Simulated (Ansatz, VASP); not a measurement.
SrCa7F16 (a cell with a defect) (Fluorite): VASP beside Ansatz

```xyz
24
Lattice="0.0000 5.4620 5.4620 5.4620 0.0000 5.4620 5.4620 5.4620 0.0000" Properties=species:S:1:pos:R:3 pbc="T T T"
Sr    0.0000    0.0000    0.0000
Ca    2.7310    2.7310    0.0000
Ca    2.7310    0.0000    2.7310
Ca    5.4620    2.7310    2.7310
Ca    0.0000    2.7310    2.7310
Ca    2.7310    5.4620    2.7310
Ca    2.7310    2.7310    5.4620
Ca    5.4620    5.4620    5.4620
F     1.4057    1.4057    1.4057
F     4.0563    4.0563    1.4057
F     4.0563    1.4057    4.0563
F     6.8203    4.1037    4.1037
F     1.4057    4.0563    4.0563
F     4.1037    6.8203    4.1037
F     4.1037    4.1037    6.8203
F     6.8203    6.8203    6.8203
F     4.1037    4.1037    4.1037
F     6.8203    6.8203    4.1037
F     6.8203    4.1037    6.8203
F     9.5183    6.8677    6.8677
F     4.1037    6.8203    6.8203
F     6.8677    9.5183    6.8677
F     6.8677    6.8677    9.5183
F     9.5183    9.5183    9.5183
```

Alike in both runs: functional PBE; k mesh 3 × 3 × 3; occupations fermi-dirac, width 0.01 eV; no spin polarisation.

Ansatz relaxed the structure, and its values are those at the end. VASP's run is a single point on that final structure, the one shown.

```csv
,VASP,Ansatz
version,VASP 6.6.1,Ansatz 0.2.0
potentials or method,"VASP PAW PBE potentials, release 64 (Sr_sv, Ca_sv, F)","plane-wave PAW, scalar-relativistic"
plane-wave cutoff (eV),520,420
valence electrons in the cell,192,192
```

```csv
,VASP,Ansatz,Ansatz less VASP
gap on the k mesh at the Fermi level (eV),7.29,7.32,+0.030
pressure (GPa),4.4,4.4,-0.08
rms of the force components (eV/Å),0.007,0.005,-0.0027
```

Ansatz warned: «gradients_without_spin_orbit».
